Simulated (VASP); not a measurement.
A run of VASP 6.6.1:

The input INCAR:

```
  ALGO = Fast
  EDIFF = 1E-6
  ENCUT = 520
  GGA = PE
  ISIF = 2
  ISMEAR = 0
  LASPH = True
  LCHARG = True
  LELF = True
  LREAL = False
  LVHAR = True
  LWAVE = False
  NBANDS = 30
  NELM = 60
  PREC = Accurate
  SIGMA = 0.1
```

Contents of KPOINTS:

```
k-points
0
Gamma
  10 10 10
```

File POSCAR:

```
CuB
1.0
    4.0608518575      0.0000000000      0.0000000000
    0.0000000000      4.0608518575      0.0000000000
    0.0000000000      0.0000000000      4.0608518575
Cu B
3 3
Direct
    0.5000000000      0.0000000000      0.0000000000
    0.0000000000      0.5000000000      0.0000000000
    0.0000000000      0.0000000000      0.5000000000
    0.0000000000      0.5000000000      0.5000000000
    0.5000000000      0.0000000000      0.5000000000
    0.5000000000      0.5000000000      0.0000000000
```

Potentials or basis: VASP PAW PBE potentials, release 64 (Cu, B).

The run is started by

```console
$ cat potpaw_PBE.64/Cu/POTCAR potpaw_PBE.64/B/POTCAR > POTCAR
$ mpirun -np 1 vasp_std > vasp.out
```

Hardware: 1 thread of Intel(R) Xeon(R) 6975P-C (Granite Rapids), on a shared host.

Question: Estimate the wall time of this run.

Answer: It took 53 s on 1 thread of Intel(R) Xeon(R) 6975P-C (Granite Rapids), with other jobs on the host, peak memory 0.22 GiB. Counts: scf iterations 17, k points 56.
